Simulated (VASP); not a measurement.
# Zn3P (Pm-3m) in VASP: single point with PBE

Aim: the single point of Zn3P with PBE.

Program: VASP 6.6.1. These are calculated values, not measurements. Logs are shortened: lines on timing, memory, paths and dates and some standing lists are left out, and cuts for length are marked.

## Step 1: Starting point

The structure is cubic, space group Pm-3m (No. 221). The conventional cell has a = 3.976 Å, b = 3.976 Å, c = 3.976 Å, α = 90.00°, β = 90.00°, γ = 90.00°. Zn (site symmetry 4/mmm) is surrounded by 8 Zn at 2.81 Å and 4 P at 2.81 Å. P (site symmetry m-3m) is surrounded by 12 Zn at 2.81 Å.

The cell comes from a database or a generator and needn't be the stable form of this composition.

## Step 2: Single point, PBE

INCAR reads:

```
SYSTEM = Zn3P
PREC = Accurate
ENCUT = 450
EDIFF = 1E-6
ISMEAR = 0
SIGMA = 0.02
LREAL = .False.
LASPH = .True.
NELM = 100
ALGO = Fast
ISIF = 2
LWAVE = .False.
LCHARG = .True.
GGA = PE
LELF = .True.
LVHAR = .True.
NBANDS = 28
```

KPOINTS reads:

```
Automatic mesh
0
Gamma
  3 3 3
  0 0 0
```

POSCAR reads:

```
Zn3P
1.0
    3.9755180000      0.0000000000      0.0000000000
    0.0000000000      3.9755180000      0.0000000000
    0.0000000000      0.0000000000      3.9755180000
Zn P
3 1
Direct
    0.5000000000      0.5000000000      0.0000000000
    0.5000000000      0.0000000000      0.5000000000
    0.0000000000      0.5000000000      0.5000000000
    0.0000000000      0.0000000000      0.0000000000
```

Potentials or basis: VASP PAW PBE potentials, release 64 (Zn_GW, P_GW).

Command:

```
$ cat potpaw_PBE.64/Zn_GW/POTCAR potpaw_PBE.64/P_GW/POTCAR > POTCAR
$ mpirun -np 1 vasp_std > vasp.out
```

OUTCAR:

```text
SYSTEM = Zn3P
   PREC = Accurate
   ENCUT = 450
   EDIFF = 1E-6
   ISMEAR = 0
   LREAL = .False.
   LASPH = .True.
   NELM = 100
   ISIF = 2
   GGA = PE

 ion  position               nearest neighbor table
   1  0.500  0.500  0.000-   2 2.81   3 2.81   2 2.81   3 2.81   2 2.81   2 2.81   3 2.81   3 2.81

   2  0.500  0.000  0.500-   1 2.81   3 2.81   1 2.81   1 2.81   3 2.81   1 2.81   3 2.81   3 2.81

   3  0.000  0.500  0.500-   1 2.81   2 2.81   1 2.81   2 2.81   1 2.81   2 2.81   1 2.81   2 2.81

   4  0.000  0.000  0.000-

  LATTYP: Found a simple cubic cell.
 ALAT       =     3.9755180000

  Lattice vectors:

 A1 = (   3.9755180000,   0.0000000000,   0.0000000000)
 A2 = (   0.0000000000,   3.9755180000,   0.0000000000)
 A3 = (   0.0000000000,   0.0000000000,   3.9755180000)

Analysis of symmetry for initial positions (statically):
=====================================================================
 Subroutine PRICEL returns:
 Original cell was already a primitive cell.

 Routine SETGRP: Setting up the symmetry group for a
 simple cubic supercell.

 Subroutine GETGRP returns: Found 48 space group operations
 (whereof 48 operations were pure point group operations)
 out of a pool of 48 trial point group operations.

The static configuration has the point symmetry O_h .

Analysis of symmetry for dynamics (positions and initial velocities):
=====================================================================
 Subroutine PRICEL returns:
 Original cell was already a primitive cell.

 Routine SETGRP: Setting up the symmetry group for a
 simple cubic supercell.

 Subroutine GETGRP returns: Found 48 space group operations
 (whereof 48 operations were pure point group operations)
 out of a pool of 48 trial point group operations.

The dynamic configuration has the point symmetry O_h .

 Subroutine INISYM returns: Found 48 space group operations
 (whereof 48 operations are pure point group operations),
 and found     1 'primitive' translations

----------------------------------------------------------------------------------------

                                     Primitive cell

  volume of cell :      62.8320

  direct lattice vectors                    reciprocal lattice vectors
     3.975518000  0.000000000  0.000000000     0.251539548  0.000000000  0.000000000
     0.000000000  3.975518000  0.000000000     0.000000000  0.251539548  0.000000000
[... 69 lines left out ...]
   LREAL  =      F    real-space projection
   EDIFFG = 0.1E-04   stopping-criterion for IOM
   NSW    =      0    number of steps for IOM
   IBRION =     -1    ionic relax: 0-MD 1-quasi-New 2-CG
   NFREE  =      0    steps in history (QN), initial steepest desc. (CG)
   ISIF   =      2    stress and relaxation
   ISYM   =      2    0-nonsym 1-usesym 2-fastsym
   POTIM  = 0.5000    time-step for ionic-motion
   TEBEG  =    0.0;   TEEND  =   0.0 temperature during run
   PSTRESS=    0.0 pullay stress
   NELECT =      41.0000    total number of electrons
   NUPDOWN=      -1.0000    fix difference up-down
   EMIN   =  10.00;   EMAX   =-10.00  energy-range for DOS
   EFERMI =   0.00;   METHOD = LEGACY
   ISMEAR =     0;   SIGMA  =   0.02  broadening in eV -4-tet -1-fermi 0-gaus
   EFERMI_NEDOS =   21; number of points for ismear=-14 and -15
   IALGO  =     68    algorithm
   IMIX   =      4    mixing-type and parameters
     AMIX     =   0.40;   BMIX     =  1.00
     AMIX_MAG =   1.60;   BMIX_MAG =  1.00
  volume/ion in A,a.u.               =      15.71       106.00
  Fermi-wavevector in a.u.,A,eV,Ry     =   1.419959  2.683333 27.433193  2.016283
  Thomas-Fermi vector in A             =   2.540924
   LORBIT       =      0    0 simple, 1 ext, 2 COOP (PROOUT), +10 PAW based schemes
   GGA     = PE    functional components
   LHFCALC =     F    Hartree Fock is set to
   AEXX    =    0.0000 exact exchange contribution
   IVDW    =     0    specifies the selected vdW correction
   LEPSILON=     F    determine dielectric tensor
   LRPA    =     F    only Hartree local field effects (RPA)
 non-spin polarized calculation
 RMM-DIIS sequential band-by-band and
 Gauss-broadening in eV      SIGMA  =   0.02
  energy-cutoff  :      450.00
  volume of cell :       62.83
 maximum number of plane-waves:      1374
 NGX is ok and might be reduce to    28
   NGX = 13   NGY = 13   NGZ = 13

 number of electron      41.0000064 magnetization

 Free energy of the ion-electron system (eV)
  ---------------------------------------------------
  ext. energy  EPLUGINS =         0.00000000
  ---------------------------------------------------
  free energy    TOTEN  =        -8.15769271 eV

  energy without entropy =       -8.15367755  energy(sigma->0) =       -8.15568513

 E-fermi :   5.6896     XC(G=0): -11.4463

 val. band max:        5.6753532870   @ k =   0.3333   0.3333   0.3333
 cond. band min:       6.7760341452   @ k =   0.3333   0.3333   0.0000
 fundamental gap:      1.1006808582
 Fermi energy:         5.6896367035

 k-point     1 :       0.0000    0.0000    0.0000
  band No.  band energies     occupation
      1      -6.0168      2.00000
      2      -1.8660      2.00000
      3      -1.4474      2.00000
      4      -1.4474      2.00000
      5      -1.4474      2.00000
      6      -1.3400      2.00000
[... 113 lines left out ...]
     27      16.3494      0.00000
     28      16.3508      0.00000

------------------------ aborting loop because EDIFF is reached ----------------------------------------

  FORCE on cell =-STRESS in cart. coord.  units (eV):
  Direction    XX          YY          ZZ          XY          YZ          ZX
  --------------------------------------------------------------------------------------
  -------------------------------------------------------------------------------------
  Total       -1.0437395     -1.0437395     -1.0437395     -0.0000000     -0.0000000      0.0000000
  in kB      -26.6146966    -26.6146966    -26.6146966     -0.0000000     -0.0000000      0.0000000
  external PRESSURE =     -26.6146966 kB  Pullay stress =       0.0000000 kB

 VOLUME and BASIS-vectors are now :
 -----------------------------------------------------------------------------
  energy-cutoff  :      450.00
  volume of cell :       62.83
      direct lattice vectors                 reciprocal lattice vectors
     3.975518000  0.000000000  0.000000000     0.251539548  0.000000000  0.000000000
     0.000000000  3.975518000  0.000000000     0.000000000  0.251539548  0.000000000
     0.000000000  0.000000000  3.975518000     0.000000000  0.000000000  0.251539548

 POSITION                                       TOTAL-FORCE (eV/Angst)
 -----------------------------------------------------------------------------------
      1.98776      1.98776      0.00000         0.000000      0.000000      0.000000
      1.98776      0.00000      1.98776         0.000000      0.000000      0.000000
      0.00000      1.98776      1.98776         0.000000      0.000000      0.000000
      0.00000      0.00000      0.00000         0.000000      0.000000      0.000000
 -----------------------------------------------------------------------------------
    total drift:                                0.000000      0.000000      0.000000

  FREE ENERGIE OF THE ION-ELECTRON SYSTEM (eV)
  ---------------------------------------------------
  free  energy   TOTEN  =        -8.1576927148 eV

  energy  without entropy=       -8.1536775471  energy(sigma->0) =       -8.15568513
```

stdout:

```text
POSCAR found type information on POSCAR ZnP
 POSCAR found :  2 types and       4 ions
 scaLAPACK will be used
 LDA part: xc-table for (Slater+PW92), standard interpolation
 POSCAR, INCAR and KPOINTS ok, starting setup
 FFT: planning ... GRIDC
 FFT: planning ... GRID_SOFT
 FFT: planning ... GRID
 WAVECAR not read
 entering main loop
```

Run time: 8.4 s. Hardware: 1 thread of AMD EPYC 9R45 (Zen 5), shared host; peak memory 0.12 GiB.

What came out:

```
Free energy            : -8.1577 eV
Pressure               : -2.7 GPa
Band gap on the k mesh : none (metal or under the smearing width)
```

Levels at points of the mesh, in eV from the Fermi level:
```csv
k point,band 16,band 17,band 18,band 19,band 20,band 21,band 22,band 23,band 24,band 25
"(0.00, 0.00, 0.00)",-6.06,-2.89,-2.36,-2.36,-2.36,1.50,1.50,5.21,5.21,5.21
```

Caveat: the k mesh is coarse (spacing up to 0.53 Å⁻¹), so the values aren't converged.

## Step 3: The reference run

An earlier run on the cell as given: functional PBE; potentials or basis VASP PAW PBE potentials, release 64 (Zn, P); cutoff 520 eV; k mesh 7 × 7 × 7; occupations fermi-dirac, width 0.05 eV; no spin polarisation.

* Pressure: -0.7 GPa
* Band gap on the k mesh: none (metal or under the smearing width)
